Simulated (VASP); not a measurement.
# SiNi: the relaxed cell at several levels

Which functional gives the lattice of SiNi as experiment finds it, and is a dearer one worth its cost? The levels: LDA, PBEsol, PBE, r2SCAN, PBE + D3(BJ), r2SCAN + rVV10, revPBE + D3(BJ) and PBE + TS. The start is a cell from a database of measured crystal structures.

Calculated with VASP 6.6.1; LDA, spin-polarised from a ferromagnetic start; plane waves and PAW (Si, Ni), in the first sound run; inputs show where later runs differ.

### Step 1. Set-up

Before any relaxation, the start is as follows. Symmetry: Pnma, No. 62, orthorhombic system. The conventional cell has a = 5.173 Å, b = 3.338 Å, c = 5.605 Å, α = 90.00°, β = 90.00°, γ = 90.00°. Nearest to Si lie 6 Ni at 2.28 to 2.40 Å. Nearest to Ni lie 6 Si at 2.28 to 2.40 Å. Farther neighbours are not listed.

### Step 2. Relaxation with LDA

Properties are meant for the cell that this level of theory prefers, so cell and atoms are relaxed first (ISIF = 3) until forces and stress are small; EDIFFG sets the threshold. LDA, the lowest rung, knows the local density alone.

File INCAR:

```
SYSTEM = SiNi
PREC = Accurate
ENCUT = 520
EDIFF = 1E-06
NELM = 100
ISMEAR = -1
SIGMA = 0.05
LREAL = .FALSE.
ALGO = Normal
GGA = CA
NBANDS = 43
ISPIN = 2
MAGMOM = 0 0 0 0 1 1 1 1
LASPH = .TRUE.
LMAXMIX = 4
LORBIT = 11
LWAVE = .FALSE.
LCHARG = .FALSE.
KPAR = 8
IBRION = 2
NSW = 60
ISIF = 3
EDIFFG = -0.01
```

File POSCAR:

```
SiNi
1.0
    5.1731000000      0.0000000000      0.0000000000
    0.0000000000      3.3381000000      0.0000000000
    0.0000000000      0.0000000000      5.6049000000
Si Ni
4 4
Direct
    0.3212800000      0.7500000000      0.0825000000
    0.1787200000      0.2500000000      0.5825000000
    0.8212800000      0.7500000000      0.4175000000
    0.6787200000      0.2500000000      0.9175000000
    0.0077900000      0.2500000000      0.1875200000
    0.4922100000      0.7500000000      0.6875200000
    0.5077900000      0.2500000000      0.3124800000
    0.9922100000      0.7500000000      0.8124800000
```

File KPOINTS:

```
Automatic mesh
0
Gamma
5 7 4
0 0 0
```

The projector-augmented-wave data sets are Si and Ni (PBE family, release 64).

The run is started by

```sh
mpirun -np 8 vasp_std
```

Numbers of over 12 decimals in the logs are rounded to 6 here.

The program printed:

```text
[banner, memory and clock lines left out]
running    8 mpi-ranks, on    1 nodes
 distrk:  each k-point on    1 cores,    8 groups
 distr:  one band on    1 cores,    1 groups

 POSCAR found type information on POSCAR SiNi
 POSCAR found :  2 types and       8 ions
|                                                                             |
|           W    W    AA    RRRRR   N    N  II  N    N   GGGG   !!!           |
|           W    W   A  A   R    R  NN   N  II  NN   N  G    G  !!!           |
|           W    W  A    A  R    R  N N  N  II  N N  N  G       !!!           |
|           W WW W  AAAAAA  RRRRR   N  N N  II  N  N N  G  GGG   !            |
|           WW  WW  A    A  R   R   N   NN  II  N   NN  G    G                |
|           W    W  A    A  R    R  N    N  II  N    N   GGGG   !!!           |
|                                                                             |
|     For optimal performance we recommend to set                             |
|       NCORE = 2 up to number-of-cores-per-socket                            |
|     NCORE specifies how many cores store one orbital (NPAR=cpu/NCORE).      |
|     This setting can greatly improve the performance of VASP for DFT.       |
|     The default, NCORE=1 might be grossly inefficient on modern             |
|     multi-core architectures or massively parallel machines. Do your        |
|     Unfortunately you need to use the default for GW and RPA                |
|     calculations (for HF NCORE is supported but not extensively tested      |
|     yet).                                                                   |
|                                                                             |

|                                                                             |
|               ----> ADVICE to this user running VASP <----                  |
|                                                                             |
|     You enforced a specific xc type in the INCAR file but a different       |
|     [... a line on the potential file left out ...]
|     I HOPE YOU KNOW WHAT YOU ARE DOING!                                     |
|                                                                             |

 LDA part: xc-table for (Slater(with rela. corr.)+CA(PZ))
 , standard interpolation
 POSCAR, INCAR and KPOINTS ok, starting setup
 FFT: planning ... GRIDC
 FFT: planning ... GRID_SOFT
 FFT: planning ... GRID
 WAVECAR not read
 entering main loop
       N       E                     dE             d eps       ncg     rms          rms(c)
DAV:   1     0.369750384081E+03    0.36975E+03   -0.23555E+04  6192   0.153E+03
DAV:   2    -0.270243889220E+02   -0.39677E+03   -0.37341E+03  6195   0.336E+02
DAV:   3    -0.611887773530E+02   -0.34164E+02   -0.32481E+02  6926   0.114E+02
DAV:   4    -0.622728802411E+02   -0.10841E+01   -0.10759E+01  7434   0.190E+01
DAV:   5    -0.623052120742E+02   -0.32332E-01   -0.32308E-01  7490   0.310E+00    0.306E+01
DAV:   6    -0.730892444525E+02   -0.10784E+02   -0.11016E+02  7241   0.160E+02    0.384E+01
DAV:   7    -0.549073304649E+02    0.18182E+02   -0.41445E+01  7444   0.996E+01    0.529E+00
DAV:   8    -0.549294936030E+02   -0.22163E-01   -0.46917E+00  9003   0.166E+01    0.350E+00
DAV:   9    -0.548313767132E+02    0.98117E-01   -0.45481E-01  8148   0.770E+00    0.969E-01
DAV:  10    -0.548275974689E+02    0.37792E-02   -0.16169E-02  7881   0.126E+00    0.583E-01
DAV:  11    -0.548258888185E+02    0.17087E-02   -0.20416E-03  8368   0.380E-01    0.317E-01
DAV:  12    -0.548256814424E+02    0.20738E-03   -0.41835E-04  8538   0.214E-01    0.141E-01
DAV:  13    -0.548256397301E+02    0.41712E-04   -0.12108E-04  7283   0.137E-01    0.623E-02
DAV:  14    -0.548256323830E+02    0.73471E-05   -0.17892E-05  9429   0.392E-02    0.289E-02
DAV:  15    -0.548256301956E+02    0.21874E-05   -0.35300E-06  5596   0.141E-02    0.132E-02
DAV:  16    -0.548256296070E+02    0.58865E-06   -0.13950E-06  4171   0.857E-03
   1 F= -.54825630E+02 E0= -.54821291E+02  d E =-.548256E+02  mag=    -0.0000
 curvature:   0.00 expect dE= 0.000E+00 dE for cont linesearch  0.000E+00
 trial: gam= 0.00000 g(F)=  0.595E-02 g(S)=  0.409E+00 ort = 0.000E+00 (trialstep = 0.100E+01)
 search vector abs. value=  0.415E+00
 bond charge predicted
       N       E                     dE             d eps       ncg     rms          rms(c)
DAV:   1    -0.622236469391E+02   -0.73980E+01   -0.59992E+01  7025   0.937E+01    0.260E+01
DAV:   2    -0.677655064536E+02   -0.55419E+01   -0.75950E+01  7226   0.143E+02    0.282E+01
DAV:   3    -0.548302891256E+02    0.12935E+02   -0.30002E+01  7156   0.895E+01    0.424E+00
DAV:   4    -0.549182976247E+02   -0.88008E-01   -0.27109E+00  7630   0.872E+00    0.355E+00
DAV:   5    -0.548217033099E+02    0.96594E-01   -0.21889E-01  7541   0.664E+00    0.152E+00
DAV:   6    -0.548107330735E+02    0.10970E-01   -0.46788E-02  7918   0.237E+00    0.319E-01
DAV:   7    -0.548109038471E+02   -0.17077E-03   -0.60941E-03  8106   0.973E-01    0.244E-01
DAV:   8    -0.548106543736E+02    0.24947E-03   -0.72112E-04  8118   0.363E-01    0.326E-02
DAV:   9    -0.548106509551E+02    0.34185E-05   -0.13817E-04  9203   0.690E-02    0.914E-03
DAV:  10    -0.548106513590E+02   -0.40394E-06   -0.77450E-06  6554   0.174E-02
   2 F= -.54810651E+02 E0= -.54806184E+02  d E =0.149782E-01  mag=     0.0000
[... from here on, the cycles between the ionic steps are left out ...]
   3 F= -.54931995E+02 E0= -.54927739E+02  d E =-.106365E+00  mag=     0.0000
   4 F= -.54931981E+02 E0= -.54927723E+02  d E =-.106351E+00  mag=    -0.0000
   5 F= -.54935715E+02 E0= -.54931257E+02  d E =-.373416E-02  mag=    -0.0000
   6 F= -.54938595E+02 E0= -.54933756E+02  d E =-.661439E-02  mag=    -0.0000
   7 F= -.54941669E+02 E0= -.54936829E+02  d E =-.307334E-02  mag=    -0.0000
   8 F= -.54942677E+02 E0= -.54937939E+02  d E =-.408221E-02  mag=    -0.0000
   9 F= -.54942747E+02 E0= -.54938042E+02  d E =-.415180E-02  mag=     0.0000
  10 F= -.54943686E+02 E0= -.54939024E+02  d E =-.939064E-03  mag=     0.0000
  11 F= -.54943779E+02 E0= -.54939119E+02  d E =-.103236E-02  mag=    -0.0000
  12 F= -.54943676E+02 E0= -.54939003E+02  d E =-.928977E-03  mag=     0.0000
  13 F= -.54943790E+02 E0= -.54939128E+02  d E =-.104255E-02  mag=    -0.0000
  14 F= -.54943874E+02 E0= -.54939175E+02  d E =-.843986E-04  mag=     0.0000
  15 F= -.54943981E+02 E0= -.54939298E+02  d E =-.191371E-03  mag=    -0.0000
  16 F= -.54943980E+02 E0= -.54939297E+02  d E =-.190862E-03  mag=     0.0000
  17 F= -.54944027E+02 E0= -.54939327E+02  d E =-.460461E-04  mag=    -0.0000
 trial-energy change:   -0.000046  1 .order   -0.000020   -0.000229    0.000188
 step:   0.8708(harm=  0.7525)  dis= 0.00085  next Energy=   -54.944060 (dE=-0.792E-04)
 bond charge predicted
       N       E                     dE             d eps       ncg     rms          rms(c)
DAV:   1    -0.549443061416E+02   -0.27991E-03   -0.37531E-03  7776   0.595E-01    0.148E-01
DAV:   2    -0.549445584226E+02   -0.25228E-03   -0.32263E-03  7146   0.873E-01    0.178E-01
DAV:   3    -0.549440616200E+02    0.49680E-03   -0.12022E-03  7038   0.569E-01    0.261E-02
DAV:   4    -0.549440537147E+02    0.79053E-05   -0.48156E-05  6536   0.382E-02    0.949E-03
DAV:   5    -0.549440525271E+02    0.11876E-05   -0.33338E-06  6320   0.245E-02    0.225E-03
DAV:   6    -0.549440525775E+02   -0.50321E-07   -0.96098E-07  3433   0.588E-03
  18 F= -.54944053E+02 E0= -.54939359E+02  d E =-.721068E-04  mag=     0.0000
 curvature:  -0.56 expect dE=-0.863E-05 dE for cont linesearch -0.383E-06
 trial: gam= 0.11502 g(F)=  0.142E-04 g(S)=  0.126E-05 ort =-0.133E-04 (trialstep = 0.127E+01)
 search vector abs. value=  0.158E-04
 reached required accuracy - stopping structural energy minimisation
```

It took 3.5 min on 8 MPI ranks of Intel Xeon 6975P-C (Granite Rapids), shared host; peak memory 3.1 GiB; 23 min of CPU time.

The logs omit lines about the potential files and the build; timing stands in the text.

OUTCAR, selected parts (step 2):

```text
ion  position               nearest neighbor table
   1  0.321  0.750  0.083-   8 2.28   7 2.32   7 2.32   6 2.38   5 2.40   5 2.40   4 2.66   4 2.66

  LATTYP: Found a simple orthorhombic cell.
 ALAT       =     3.3381000000
 B/A-ratio  =     1.5497139091
 C/A-ratio  =     1.6790689314

 Subroutine GETGRP returns: Found  8 space group operations
 (whereof  2 operations were pure point group operations)

The static configuration has the point symmetry S_2 .
 The point group associated with its full space group is D_2h.

 Found     36 irreducible k-points:

   k-points           NKPTS =     36   k-points in BZ     NKDIM =     36   number of bands    NBANDS=     43

   dimension x,y,z NGX =    40 NGY =   28 NGZ =   42
   dimension x,y,z NGXF=    80 NGYF=   56 NGZF=   84

   ENCUT  =  520.0 eV  38.22 Ry    6.18 a.u.   9.62  6.21 10.42*2*pi/ulx,y,z

   NELECT =      56.0000    total number of electrons

 k-points in reciprocal lattice and weights: Automatic mesh
   0.00000000  0.00000000  0.00000000       0.007
   0.20000000  0.00000000  0.00000000       0.014
   0.40000000  0.00000000  0.00000000       0.014
   0.00000000  0.14285714  0.00000000       0.014
   0.20000000  0.14285714  0.00000000       0.029
   0.40000000  0.14285714  0.00000000       0.029
   0.00000000  0.28571429  0.00000000       0.014
   0.20000000  0.28571429  0.00000000       0.029
   0.40000000  0.28571429  0.00000000       0.029
[...]
0.20000000  0.42857143  0.50000000       0.029
   0.40000000  0.42857143  0.50000000       0.029

 average (electrostatic) potential at core
       1 -78.3082       2 -78.3082       3 -78.3082       4 -78.3082       5 -80.7382
       6 -80.7382       7 -80.7382       8 -80.7382

 E-fermi :  10.8011

 spin component 1
 k-point     1 :       0.0000    0.0000    0.0000
  band No.  band energies     occupation
    ...
     24       8.6993      1.00000
     25       8.9836      1.00000
     26       9.4107      1.00000
     27       9.6353      1.00000
     28       9.8663      1.00000
     29      11.5432      0.00000
     30      12.2893      0.00000
     31      14.2353      0.00000
     32      14.5851      0.00000
     33      14.8592      0.00000
    ...

 k-point     2 :       0.2000    0.0000    0.0000
  band No.  band energies     occupation
    ...
     24       8.7089      1.00000
     25       8.8741      1.00000
     26       9.3582      1.00000
     27       9.9964      1.00000
     28      10.0610      1.00000
     29      12.6271      0.00000
     30      12.7645      0.00000
     31      13.7378      0.00000
     32      14.8266      0.00000
     33      14.8403      0.00000
    ...

 k-point     3 :       0.4000    0.0000    0.0000
  band No.  band energies     occupation
    ...
     22       8.3689      1.00000
     23       8.6248      1.00000
     24       8.6830      1.00000
     25       8.8095      1.00000
     26       8.9784      1.00000
     27      11.1198      0.00170
     28      11.1307      0.00137
     29      12.4748      0.00000
     30      12.8620      0.00000
     31      14.3953      0.00000
    ...

 k-point     4 :       0.0000    0.1429    0.0000
  band No.  band energies     occupation
    ...
     24       8.7274      1.00000
     25       8.9871      1.00000
     26       9.4126      1.00000
     27       9.6708      1.00000
     28       9.9648      1.00000
     29      11.4929      0.00000
     30      12.4962      0.00000
     31      12.5011      0.00000
     32      13.1679      0.00000
     33      14.5955      0.00000
    ...

 k-point     5 :       0.2000    0.1429    0.0000
  band No.  band energies     occupation
    ...
     24       8.7491      1.00000
     25       9.2457      1.00000
     26       9.3524      1.00000
     27       9.4032      1.00000
     28      10.1209      1.00000
     29      11.8752      0.00000
     30      12.8609      0.00000
     31      13.0105      0.00000
     32      13.4332      0.00000
     33      14.0933      0.00000
    ...

 k-point     6 :       0.4000    0.1429    0.0000
  band No.  band energies     occupation
    ...
     23       8.6527      1.00000
     24       8.7696      1.00000
     25       9.0193      1.00000
     26       9.0788      1.00000
     27      10.1405      1.00000
     28      11.0346      0.00929
     29      11.2813      0.00007
     30      13.0830      0.00000
     31      13.9303      0.00000
     32      14.0852      0.00000
    ...

  Total        0.0109657      0.0060531     -0.0072641     -0.0000000      0.0000000      0.0000000
  in kB        0.1895908      0.1046546     -0.1255927     -0.0000000      0.0000000      0.0000000
  external PRESSURE =       0.0562176 kB  Pullay stress =       0.0000000 kB

  energy-cutoff  :      520.00
  volume of cell :       92.67
      direct lattice vectors                 reciprocal lattice vectors
     5.043103476 -0.000000000  0.000000000     0.198290597 -0.000000000  0.000000000
     0.000000000  3.352428651  0.000000000     0.000000000  0.298291210  0.000000000
     0.000000000  0.000000000  5.481167653     0.000000000  0.000000000  0.182442878

 POSITION                                       TOTAL-FORCE (eV/Angst)
 -----------------------------------------------------------------------------------
      1.61427      2.51432      0.48235         0.002544     -0.000000     -0.007012
      0.90729      0.83811      3.22294        -0.002544      0.000000     -0.007012
      4.13582      2.51432      2.25823         0.002544     -0.000000      0.007012
      3.42884      0.83811      4.99882        -0.002544      0.000000      0.007012
      0.04756      0.83811      1.02980         0.003074     -0.000000     -0.002905
      2.47399      2.51432      3.77038        -0.003074      0.000000     -0.002905
      2.56911      0.83811      1.71079         0.003074     -0.000000      0.002905
      4.99554      2.51432      4.45137        -0.003074      0.000000      0.002905
 -----------------------------------------------------------------------------------
    total drift:                               -0.000000      0.000000     -0.000000

  FREE ENERGIE OF THE ION-ELECTRON SYSTEM (eV)
  ---------------------------------------------------
  free  energy   TOTEN  =       -54.9440525775 eV

  energy  without entropy=      -54.9346648813  energy(sigma->0) =      -54.93935873

 reached required accuracy - stopping structural energy minimisation

 total charge
# of ion       s       p       d       tot
------------------------------------------
    1        0.759   0.873   0.000   1.632
    2        0.759   0.873   0.000   1.632
    3        0.759   0.873   0.000   1.632
    4        0.759   0.873   0.000   1.632
    5        0.529   0.699   8.503   9.731
    6        0.529   0.699   8.503   9.731
    7        0.529   0.699   8.503   9.731
    8        0.529   0.699   8.503   9.731
--------------------------------------------------
tot          5.152   6.286  34.012  45.451

 magnetization (x)
# of ion       s       p       d       tot
------------------------------------------
    1       -0.000  -0.000   0.000  -0.000
    2       -0.000  -0.000   0.000  -0.000
    3       -0.000  -0.000   0.000  -0.000
    4       -0.000  -0.000   0.000  -0.000
    5        0.000   0.000   0.000   0.000
    6        0.000   0.000   0.000   0.000
    7        0.000   0.000   0.000   0.000
    8        0.000   0.000   0.000   0.000
--------------------------------------------------
tot          0.000  -0.000   0.000   0.000

[... 1 further part left out ...]
```

CONTCAR:

```
SiNi
   1.00000000000000
     5.0431034760285103   -0.0000000000000000    0.0000000000000000
     0.0000000000000000    3.3524286514500101    0.0000000000000000
     0.0000000000000000    0.0000000000000000    5.4811676533251559
  Si              Ni
     4     4
Direct
     0.3200935822156996    0.7500000000000000    0.0880016802571178
     0.1799064177843004    0.2500000000000000    0.5880016802571175
     0.8200935822156996    0.7500000000000000    0.4119983197428820
     0.6799064177843004    0.2500000000000000    0.9119983197428825
     0.0094308009346190    0.2500000000000000    0.1878794229695709
     0.4905691990653809    0.7500000000000000    0.6878794229695709
     0.5094308009346190    0.2500000000000000    0.3121205770304291
     0.9905691990653810    0.7500000000000000    0.8121205770304291
```

The moments of the start collapse, so the state is non-magnetic; other starts or orders were not tried. The k-mesh is coarse for a metal. The PAW data sets were made with PBE, though LDA sets exist; this is a small mismatch. The run keeps the 8 symmetry operations of its start, so it cannot find a distortion of lower symmetry.

Step by step:

```
step  energy less that of the first step (eV)  largest force (eV/Å)  pressure (GPa)  volume (Å³)
   1                                   0.0000                0.1488           -7.81        96.79
   2                                   0.0150                0.1883           10.12        88.75
   3                                  -0.1064                0.1049            0.01        92.77
   4                                  -0.1064                0.1048            0.23        92.69
   5                                  -0.1101                0.0746            0.13        92.69
   6                                  -0.1130                0.0623            0.04        92.70
   7                                  -0.1160                0.0387           -0.15        92.75
   8                                  -0.1170                0.0522           -0.22        92.79
   9                                  -0.1171                0.0646           -0.09        92.80
  10                                  -0.1181                0.0284            0.12        92.70
  11                                  -0.1181                0.0299            0.06        92.67
  12                                  -0.1180                0.0366            0.14        92.60
  13                                  -0.1182                0.0316            0.15        92.65
  14                                  -0.1182                0.0087           -0.42        92.82
  15                                  -0.1184                0.0122           -0.10        92.74
  16                                  -0.1184                0.0114           -0.14        92.75
  17                                  -0.1184                0.0136            0.12        92.62
  18                                  -0.1184                0.0075            0.01        92.67
```

```
conventional cell, symmetrised  before  after  change
                         a (Å)   5.173  5.043  -2.5 %
                         b (Å)   3.338  3.352  +0.4 %
                         c (Å)   5.605  5.481  -2.2 %
              volume (Å³/atom)   12.10  11.58  -4.3 %
```

The atoms that moved most (Å, as changes of fractional coordinates times the final cell):

```
atom      dx     dy      dz  length
 Si3  -0.006  0.000  -0.030   0.031
 Si1  -0.006  0.000   0.030   0.031
 Si2   0.006  0.000   0.030   0.031
 Si4   0.006  0.000  -0.030   0.031
 Ni5   0.008  0.000   0.002   0.009
 Ni6  -0.008  0.000   0.002   0.009
 Ni8  -0.008  0.000  -0.002   0.009
 Ni7   0.008  0.000  -0.002   0.009
```

The relaxed structure:

```xyz
8
Lattice="5.0431 0.0000 0.0000 0.0000 3.3524 0.0000 0.0000 0.0000 5.4812" Properties=species:S:1:pos:R:3 pbc="T T T"
Si    1.6143    2.5143    0.4824
Si    0.9073    0.8381    3.2229
Si    4.1358    2.5143    2.2582
Si    3.4288    0.8381    4.9988
Ni    0.0476    0.8381    1.0298
Ni    2.4740    2.5143    3.7704
Ni    2.5691    0.8381    1.7108
Ni    4.9955    2.5143    4.4514
```

This step gave:

```
electrons                       : 56
bands                           : 43
irreducible k points            : 36
symmetry operations             : 8
free energy (TOTEN)             : -54.9441 eV
energy at zero smearing         : -54.9394 eV
Fermi energy                    : 10.80 eV
pressure                        : 0.005622 GPa
metallic                        : yes
SCF cycles over all ionic steps : 130
```

(Continued in part 2 of 4.)

[Lines on the potential files, build, host, timing and source positions are cut from VASP's logs without a mark.]

[Logs are printed without paths, hosts, clocks, repeated set-up lines and the standing remarks that a program may print on its own settings, such as how far it seeks lower states.]

[Hosts, paths, dates, database ids (printed as entryN), source tags and the programs' standing remarks are cut or masked in the printed files.]

[A measured line is paired with the nearest computed mode of its activity, which favours agreement.]
